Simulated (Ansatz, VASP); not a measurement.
**Cross-check of SnSe2 between VASP and Ansatz**

Wanted: the spread between two codes on one cell, functional and k mesh. The structure shown comes from an earlier Ansatz run, which isn't shown and may have moved the atoms alone.

Program: Ansatz 0.2.0. Level of theory: plane waves, with VASP 6.6.1 beside it; elastic constants at PBEsol. Results are calculated unless marked as measured.

## (1) The structure

Symmetry: P-3m1, No. 164, trigonal system. Conventional cell: a = 3.811 Å, b = 3.811 Å, c = 6.136 Å, α = 90.00°, β = 90.00°, γ = 120.00°. Nearest to Sn lie 6 Se at 2.71 Å. Nearest to Se lie 3 Sn at 2.71 Å. Farther neighbours and most contacts between anions are not listed.

Structure file:

```cif
data_structure
_symmetry_space_group_name_H-M 'P-3m1'
_symmetry_Int_Tables_number 164
_cell_length_a 3.8110
_cell_length_b 3.8110
_cell_length_c 6.1360
_cell_angle_alpha 90.000
_cell_angle_beta 90.000
_cell_angle_gamma 120.000
_cell_volume 77.18
loop_
_atom_site_label
_atom_site_type_symbol
_atom_site_symmetry_multiplicity
_atom_site_Wyckoff_symbol
_atom_site_fract_x
_atom_site_fract_y
_atom_site_fract_z
_atom_site_occupancy
Sn1 Sn 1 a 0.00000 0.00000 0.00000 1
Se1 Se 2 d 0.33333 0.66667 0.25889 1
```

## (2) Ansatz: elastic constants, PBEsol

Ansatz runs on its PAW soft_1 files.

Elastic constants are differences of stresses under small strains, so they test the stress and the mesh.

Contents of input.yaml:

```yaml
crystal:
  lattice:
    - [3.811, 0.0, 0.0]
    - [-1.9055, 3.3004228138, 0.0]
    - [0.0, 0.0, 6.136]
  atoms:
    - { symbol: Sn, position: [0.0, 0.0, 0.0] }
    - { symbol: Se, position: [0.3333333333, 0.6666666667, 0.2588902026] }
    - { symbol: Se, position: [0.6666666667, 0.3333333333, 0.7411097974] }
kpoints:
  mp_grid: { grid: [9, 9, 4] }
hamiltonian:
  xc: pbesol
  pseudopotentials: { kind: paw, azcp: { folder: soft_1 }, xc_functional: pbe }
scf:
  occupations: { method: fixed }
output:
  forces: true
  stress: true
  eigenvalues: true
elastic:
  mode: relaxed_ion
  stencil: two_point
```

Run with:

```
ansatz run input.yaml --threads 8 --pin off --max-ram 15360MiB --backend cpu --events-out ev --progress --plain --runs-dir out
```

Numbers of over 12 decimals in the logs are rounded to 6 here.

The log of the run:

```text
Engine: ansatz 0.2.0, x86_64-unknown-linux-gnu
Pseudopotentials: kind: paw
Pseudopotential: Sn, paw, valence charge 14, recommended cutoff 420 eV (normal), soft_1/Sn.paw.azcp
Pseudopotential: Se, paw, valence charge 16, recommended cutoff 420 eV (normal), soft_1/Se.paw.azcp
Functional definition: PBEsol
  exchange = pbesol_x
  correlation = pbesol_c
Crystal: 3 atoms, lattice volume = 77.178 Å³
Basis set: ecut = 420 eV, 1485 PW (Γ), exchange–correlation on 54×54×90 points (8 copies of the dense FFT grid, shifted against one another)
Bands: 28, of which v1, the nominal top of the filled ones, is band 23 counted from 1 (22 counted from 0)
Symmetry: 12 space group operations
Space group: P-3m1 (ITA 164), of the structure as read, at distance tolerance 4.3e-5 Å
k-points: 43 of 324
Non-local potential: Sn, projectors of the file, l = 0: 2, l = 1: 2, l = 2: 2, l = 3: 1
Non-local potential: Se, projectors of the file, l = 0: 2, l = 1: 2, l = 2: 3, l = 3: 1
PAW form: soft (Blöchl's): semilocal exchange-correlation on the pseudo side does not see the compensation charge
PAW frozen core: Sn, regenerated for the run's functional, and the local potential with it (the file was generated under x = pbe(κ = 0.804, μ = 0.219515), c = pbe(β = 0.066725))
PAW frozen core: Se, regenerated for the run's functional, and the local potential with it (the file was generated under x = pbe(κ = 0.804, μ = 0.219515), c = pbe(β = 0.066725))
PAW one-centre angular grid: Sn, 590 points (default); XC on 64 Gauss nodes
PAW one-centre angular grid: Se, 590 points (default); XC on 64 Gauss nodes
Initial density: superposition of atomic densities (chi_scale 0.1, normalization cell, long waves kept (reshape's long-wave potential 0.09 eV rms))
Initial wavefunctions: pseudopotential atomic-orbital guess
Functional: x = pbesol(κ = 0.804, μ = 0.123457), c = pbesol(β = 0.046)
SCF iter   1: F=—  HF=-16799.752834 eV  |F-HF|=—  |Δ(HF+E_count)|=         —  Δρ=3.21e-2  dr2=1.71e0  ethr=3.10e-3  ⟨swp⟩=5.0  Hψ=4397  notcnv=0  defer=123
preconditioner: auto → Resta (q_TF=auto, 2.503 Å⁻¹)  ε∞=4.0  [insulator: Δε(μ)=0.430 eV  Ē_g=9.799 eV  n_scr=22 (ndim 8)  ℏωp=16.9 eV  f_vac=0.032  ε∞_Penn≈4.0]
SCF iter   2: F=—  HF=-16799.369517 eV  |F-HF|=—  |Δ(HF+E_count)|=   3.83e-1  Δρ=1.57e-2  dr2=2.30e-1  ethr=3.10e-3  ⟨swp⟩=2.0  Hψ=1740  notcnv=0  defer=50
SCF iter   3: F=—  HF=-16799.309804 eV  |F-HF|=—  |Δ(HF+E_count)|=   5.97e-2  Δρ=5.04e-3  dr2=1.53e-2  ethr=5.00e-4  ⟨swp⟩=2.0  Hψ=1453  notcnv=0  defer=121
SCF iter   4: F=—  HF=-16799.307760 eV  |F-HF|=—  |Δ(HF+E_count)|=   2.04e-3  Δρ=1.03e-3  dr2=1.25e-3  ethr=3.32e-5  ⟨swp⟩=2.0  Hψ=2242  notcnv=0  defer=125
SCF iter   5: F=—  HF=-16799.307718 eV  |F-HF|=—  |Δ(HF+E_count)|=   4.17e-5  Δρ=4.48e-4  dr2=1.69e-4  ethr=2.71e-6  ⟨swp⟩=2.0  Hψ=2239  notcnv=0  defer=126
SCF iter   6: F=—  HF=-16799.307884 eV  |F-HF|=—  |Δ(HF+E_count)|=   1.66e-4  Δρ=1.23e-4  dr2=1.46e-5  ethr=3.67e-7  ⟨swp⟩=3.0  Hψ=2230  notcnv=0  defer=125
SCF iter   7: F=—  HF=-16799.307901 eV  |F-HF|=—  |Δ(HF+E_count)|=   1.70e-5  Δρ=3.60e-5  dr2=1.02e-6  ethr=3.17e-8  ⟨swp⟩=2.1  Hψ=1780  notcnv=0  defer=44
SCF iter   8: F=—  HF=-16799.307903 eV  |F-HF|=—  |Δ(HF+E_count)|=   2.11e-6  Δρ=6.71e-6  dr2=8.66e-8  ethr=2.21e-9  ⟨swp⟩=2.0  Hψ=1548  notcnv=0  defer=44
SCF iter   9: F=—  HF=-16799.307903 eV  |F-HF|=—  |Δ(HF+E_count)|=   1.00e-7  Δρ=2.56e-6  dr2=6.79e-9  ethr=1.88e-10  ⟨swp⟩=2.0  Hψ=1460  notcnv=0  defer=44
SCF iter  10: F=—  HF=-16799.307903 eV  |F-HF|=—  |Δ(HF+E_count)|=   8.27e-9  Δρ=5.98e-7  dr2=2.17e-10  ethr=1.48e-11  ⟨swp⟩=2.0  Hψ=2104  notcnv=0  defer=44
SCF iter  11: F=—  HF=-16799.307903 eV  |F-HF|=—  |Δ(HF+E_count)|=  1.42e-10  Δρ=1.57e-7  dr2=1.55e-11  ethr=4.71e-13 (applied; sched 1.00e-12)  ⟨swp⟩=2.0  Hψ=2150  notcnv=0  defer=44
SCF iter  12: F=—  HF=-16799.307903 eV  |F-HF|=—  |Δ(HF+E_count)|=  2.18e-11  Δρ=3.44e-8  dr2=5.78e-13  ethr=3.36e-14 (applied; sched 1.00e-12)  ⟨swp⟩=2.0  Hψ=1494  notcnv=0  defer=44
SCF iter  13: F=—  HF=-16799.307903 eV  |F-HF|=—  |Δ(HF+E_count)|=    0.00e0  Δρ=9.79e-9  dr2=1.07e-13  ethr=1.00e-12  ⟨swp⟩=11.1  Hψ=6609  notcnv=0
SCF iter  14: F=-16799.307903 eV  HF=-16799.307903 eV  |F-HF|=7.28e-12  |Δ(HF+E_count)|=  3.64e-12  Δρ=3.51e-9  dr2=8.11e-15  ethr=1.00e-12  ⟨swp⟩=4.3  Hψ=4345  notcnv=0
SCF 1 converged in 14 iterations: F = -16799.307903 eV  dr2 = 8.11e-15
  greatest PAW one-centre occupation: 1.000 electrons in one spin orbital (limit 2), on the Se atom at site 2 (counted from 0), in its partial waves of l = 2
relax step   1: F+E_penalty+E_count = -16799.30790320 eV  Δ(F+E_penalty+E_count) = +0.000e0 eV  max|allowed force component| = 1.995e-4 eV/Å  Δτ_max = 0.0000 Å  (14 SCF iters, accepted)
[...]
relax step   2: F+E_penalty+E_count = -16799.30789725 eV  Δ(F+E_penalty+E_count) = -2.575e-5 eV  max|allowed force component| = 1.294e-4 eV/Å  Δτ_max = 0.0025 Å  (8 SCF iters, accepted)
[...]
relax step   3: F+E_penalty+E_count = -16799.30789725 eV  Δ(F+E_penalty+E_count) = -1.939e-9 eV  max|allowed force component| = 2.035e-7 eV/Å  Δτ_max = 0.0000 Å  (5 SCF iters, accepted)
iter 1 solved again at ethr=1.00e-12 eV; its pass at ethr=3.10e-3 eV (dr2=1.66e-12 eV) is discarded
SCF iter   1: F=—  HF=-16799.307899 eV  |F-HF|=—  |Δ(HF+E_count)|=         —  Δρ=7.80e-8  dr2=1.79e-12  ethr=1.00e-12  ⟨swp⟩=2.0  Hψ=9291  notcnv=0  defer=95
SCF iter   2: F=—  HF=-16799.307897 eV  |F-HF|=—  |Δ(HF+E_count)|=   1.94e-6  Δρ=4.15e-8  dr2=7.40e-13  ethr=3.90e-15 (applied; sched 1.00e-12)  ⟨swp⟩=3.0  Hψ=5673  notcnv=0  defer=95
SCF iter   3: F=—  HF=-16799.307897 eV  |F-HF|=—  |Δ(HF+E_count)|=  7.28e-12  Δρ=2.80e-8  dr2=3.01e-13  ethr=1.61e-15 (applied; sched 1.00e-12)  ⟨swp⟩=1.0  Hψ=2565  notcnv=0  defer=95
SCF iter   4: F=-16799.307897 eV  HF=-16799.307897 eV  |F-HF|=0.00e0  |Δ(HF+E_count)|=  3.64e-12  Δρ=9.58e-9  dr2=3.26e-14  ethr=1.00e-12  ⟨swp⟩=3.0  Hψ=9013  notcnv=0
SCF 30 converged in 4 iterations: F = -16799.307897 eV  dr2 = 3.26e-14
SCF converged after 10 iterations
Free energy (F): -16799.307903 eV
Harris-Foulkes:  -16799.307903 eV  (|F-HF|=7.28e-12)
Internal energy: -16799.307903 eV  (E = F + TS)
E sigma→0 (E₀):  -16799.307903 eV
Fermi energy:    7.803838 eV
--- Per-component energies (eV) ---
  E_band       = -873.724147
  E_kinetic    = 390.312731
  E_local      = -6583.043336  (includes V_loc(G=0)·N_el)
  E_nonlocal   = -558.297898
  E_hartree    = 3421.575664
  E_xc         = -293.254729
  E_vxc        = -260.439099  (∫ρ·V_xc dr)
  E_paw        = -8470.704269  (= ΣΔE_a)
  E_vpaw       = -705.407391  (= ΣTr[D̂ρ^β])
  E_aug_tail   = -0.000481  (compensation charges beyond the density's cutoff)
  E_ewald      = -4708.197328
  E_core_change = 2.301743  (= ΣΔE_core)
  E_smearing   = -0.000000  (= −TS)
  E_closure    = 0.000000  (closes the sum)
  Σ components = -16799.307903   (vs F -16799.307903, Δ=0.00e0)
--- Forces (eV/Å), atoms counted from 1 ---
  atom   1  Sn     0.00000000    -0.00000000     0.00000000
  atom   2  Se     0.00000000     0.00000000    -0.00000001
  atom   3  Se     0.00000000    -0.00000000     0.00000001
  max |Σ_I F_I| component: 2.31e-18 eV/Å
--- Stress (GPa, compression-positive) ---
        0.263305       0.000000      -0.000000
       -0.000000       0.263305       0.000000
       -0.000000       0.000000       0.084059
  P = ⅓ Tr σ = 0.2036 GPa (2.036 kbar)
--- Band table (eV; the first three rows and the last of 43) ---
  k-point 0: bands = [... 19 lower, 7.2327, 7.4661, 7.4661, 7.6820, 8.6866, 10.7902, 12.4112, 12.4112, ... 1 higher]
  k-point 1: bands = [... 19 lower, 7.1549, 7.1549, 7.5810, 7.5810, 9.6686, 10.7785, 12.2510, 12.2510, ... 1 higher]
  k-point 2: bands = [... 19 lower, 7.1065, 7.1065, 7.6678, 7.6678, 10.2927, 10.6766, 12.1002, 12.1002, ... 1 higher]
  k-point 42: bands = [... 19 lower, 3.5878, 4.0508, 7.3990, 7.3990, 10.0823, 12.0910, 12.0910, 13.6368, ... 1 higher]
--- Elastic constants: 3 strain directions × 2 members + reference (group order 12) ---
  dense FFT box of the reference and of every strained cell: 27×27×45
  strains applied: 11, 33, 23; error gains: componentwise 1.00 (the most a stress slope's error grows in a printed constant), spectral 1.41 (1 for all six strains in a standard setting)
  reference relaxed by the batch: 3 steps; max|allowed force component| 2.00e-4 eV/Å at the deck's positions, 3.12e-8 at the last accepted step, 1.04e-8 by the solve of record
  largest displacement 2.1e-5 Å; the constants are those of the deck's cell at these positions:
  atoms:
    - { symbol: Sn, position: [0, 0, 0.0] }
    - { symbol: Se, position: [0.333333, 0.666667, 0.258894] }
    - { symbol: Se, position: [0.666667, 0.333333, 0.741106] }
  C = ∂σ_k/∂η_j (tension-positive GPa; Voigt order 11 22 33 23 13 12):
       103.941     29.002     12.673     -0.887     -0.000     -0.000
        29.002    103.941     12.673      0.887     -0.000     -0.000
        12.496     12.496     19.349     -0.000     -0.000     -0.000
        -0.888      0.888     -0.000      7.880      0.000     -0.000
         0.000      0.000      0.000      0.000      7.880     -0.888
         0.000     -0.000      0.000     -0.000     -0.887     37.470
  reference stress σ⁰ (GPa):     -0.263     -0.263     -0.084     -0.000      0.000      0.000
  C* (energy form; C + prestress term) asymmetry max|C*_kj − C*_jk| = 1.489e-3 GPa — a small one proves nothing (zero by symmetry where the batch's group is 432, −43m or m−3m); a large one is finite-difference/SCF noise where every solve meets its electron count
  moduli (Voigt/Reuss/Hill, GPa): K = 37.29/18.59/27.94   G = 22.18/12.28/17.23   E = 42.88   ν = 0.244
  mechanically stable: yes (min eigenvalue of sym C = 7.85 GPa)
  strain η (Voigt 11):  stress-route row diagonal C_11 = 103.94 GPa, energy-path curvature d²(F+E_count+ΔE)/dδ²/Ω₀ = 103.64 GPa
         δ    σ_11 (GPa)             F (eV)   n_scf  n_hpsi   n_pw
    -2.000e-3      -0.4728      -16799.3075501       4   27585   1524   relax 4 steps, max|allowed force component| 1.34e-5 eV/Å
     2.000e-3      -0.0570      -16799.3080583       4   28415   1534   relax 3 steps, max|allowed force component| 1.79e-7 eV/Å
  strain η (Voigt 33):  stress-route row diagonal C_33 = 19.35 GPa, energy-path curvature d²(F+E_count+ΔE)/dδ²/Ω₀ = 19.52 GPa
         δ    σ_33 (GPa)             F (eV)   n_scf  n_hpsi   n_pw
    -2.000e-3      -0.1234      -16799.3078037       4   12800   1524   relax 3 steps, max|allowed force component| 2.84e-7 eV/Å
     2.000e-3      -0.0460      -16799.3079678       4   12692   1530   relax 3 steps, max|allowed force component| 1.54e-7 eV/Å
  strain η (Voigt 23):  stress-route row diagonal C_44 = 7.88 GPa, energy-path curvature d²(F+E_count+ΔE)/dδ²/Ω₀ = 7.91 GPa
         δ    σ_23 (GPa)             F (eV)   n_scf  n_hpsi   n_pw
    -2.000e-3      -0.0159      -16799.3078971       4   28160   1528   relax 4 steps, max|allowed force component| 2.47e-7 eV/Å
     2.000e-3       0.0156      -16799.3078972       4   28462   1528   relax 3 steps, max|allowed force component| 2.03e-7 eV/Å
```

In the SCF lines HF is the Harris–Foulkes energy and dr2 the Hartree energy of the density residual, in eV; the loop may stop once dr2 is under the threshold and the program's other checks hold. Hψ counts applications of the Hamiltonian.

[end of part 1 of 2]

[Lines on the potential files, build, host, timing and source positions are cut from VASP's logs without a mark.]

[Logs are printed without paths, hosts, clocks, repeated set-up lines and the standing remarks that a program may print on its own settings, such as how far it seeks lower states.]

[Hosts, paths, dates, database ids (printed as entryN), source tags and the programs' standing remarks are cut or masked in the printed files.]
